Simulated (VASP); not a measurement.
VASP ran on this input.

### INCAR
```
PREC = Accurate
ISIF = 2   ! forces and stress, cell fixed
EDIFF = 1E-6   ! SCF stop (eV)
LREAL = .FALSE.
ALGO = Normal   ! blocked Davidson
SYSTEM = PbF2
SIGMA = 0.01   ! width (eV)
LMAXMIX = 4   ! l cut-off of mixed one-centre charges
LWAVE = .FALSE.
NELM = 100
GGA = PE   ! PBE
ISMEAR = 0   ! Gaussian
LASPH = .TRUE.
ENCUT = 400
LCHARG = .FALSE.
```

File KPOINTS:
```
Automatic
0
gamma
10 10 10
0 0 0
```

### POSCAR
```
PbF2
1
    0.0000000000     2.9192010000     2.9192010000
    2.9192010000     0.0000000000     2.9192010000
    2.9192010000     2.9192010000     0.0000000000
Pb F
1 2
Direct
  0.0000000000   0.0000000000   0.0000000000
  0.7500000000   0.7500000000   0.7500000000
  0.2500000000   0.2500000000   0.2500000000
```

POTCAR, in this order: Pb_d F (PBE.64 set). Program: vasp_std.

### Question
Write an equivalent input for Ansatz.

### Answer
One equivalent input (not run):
Ansatz 0.2 input:
```yaml
crystal:
  lattice:
    - [0.0000000, 2.9192010, 2.9192010]
    - [2.9192010, 0.0000000, 2.9192010]
    - [2.9192010, 2.9192010, 0.0000000]
  atoms:
    - { symbol: Pb, position: [0.0000000, 0.0000000, 0.0000000] }
    - { symbol: F, position: [0.7500000, 0.7500000, 0.7500000] }
    - { symbol: F, position: [0.2500000, 0.2500000, 0.2500000] }
kpoints:
  mp_grid: { grid: [10, 10, 10] }
hamiltonian:
  xc: pbe
  pseudopotentials: { kind: paw }
scf:
  occupations: { method: gaussian, width: 0.01 }
  max_iter: 100
output: { forces: true, stress: true, eigenvalues: true }
```
Limits of the translation: each code has its own PAW files, so the cut-off isn't converted (ENCUT is set for VASP's; basis.ecutwfc is left out, and Ansatz then takes the one that its files recommend); Ansatz stops its SCF on the density residual and VASP on the energy change (EDIFF).

The structure comes from a computed database's PbF2 entry; how it stands against other phases isn't given here. The cell was not relaxed at this level.
